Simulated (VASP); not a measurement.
Write the native input for VASP 6.6.1 that does the following.

```
Task                   : relaxation of cell and atoms
Functional             : PW91
Potentials or basis    : VASP PAW PBE potentials, release 64 (Y_sv, Ge_d)
Cutoff                 : 600 eV
k mesh                 : 6 × 6 × 6
Occupations            : fermi-dirac, width 0.05 eV
Spin                   : no spin polarisation
Further INCAR settings : ALGO = Normal; EDIFF = 1e-07; IBRION = 2; EDIFFG = -0.01; NSW = 40; ISIF = 3
```

The structure of Y3Ge lies in POSCAR:

```
Y3Ge
1.0
   -2.2653940000      2.2653940000      5.1970200000
    2.2653940000     -2.2653940000      5.1970200000
    2.2653940000      2.2653940000     -5.1970200000
Y Ge
3 1
Direct
    0.5000000000      0.5000000000      0.0000000000
    0.2500000000      0.7500000000      0.5000000000
    0.7500000000      0.2500000000      0.5000000000
    0.0000000000      0.0000000000      0.0000000000
```

The cell comes from a database or a generator and needn't be the stable form of this composition.

One way to write it, as run:

INCAR

```
SYSTEM = Y3Ge
PREC = Accurate
ENCUT = 600
EDIFF = 1E-7
ISMEAR = -1
SIGMA = 0.05
LREAL = .FALSE.
LASPH = .TRUE.
NELM = 60
ALGO = Normal
ISIF = 3
LWAVE = .FALSE.
LCHARG = .FALSE.
GGA = 91
IBRION = 2
NSW = 40
EDIFFG = -0.01
```

KPOINTS

```
Automatic mesh
0
G
  6 6 6
  0 0 0
```

Potentials or basis: VASP PAW PBE potentials, release 64 (Y_sv, Ge_d).

The run is started by

```console
$ cat potpaw_PBE.64/Y_sv/POTCAR potpaw_PBE.64/Ge_d/POTCAR > POTCAR
$ mpirun -np 1 vasp_std > vasp.out
```

Results of the run:

```json
{
  "Relaxed volume": "26.43 Å³/atom",
  "Relaxed cell": "a = 6.087 Å, b = 6.087 Å, c = 6.087 Å, α = 136.45°, β = 136.45°, γ = 63.29°",
  "Space group after relaxing (to 0.05 Å)": "I4/mmm (No. 139)",
  "Energy gained by relaxing": "0.4 meV/atom",
  "Ionic steps": "3",
  "Pressure after relaxing": "0.0 GPa",
  "Band gap on the k mesh": "none (metal or under the smearing width)"
}
```

Caveat: the PAW data sets were made with another functional, which shifts forces and pressure a little.

Wall time 6.5 min on 1 thread of Intel(R) Xeon(R) 6975P-C (Granite Rapids), on a shared host, peak memory 0.44 GiB.
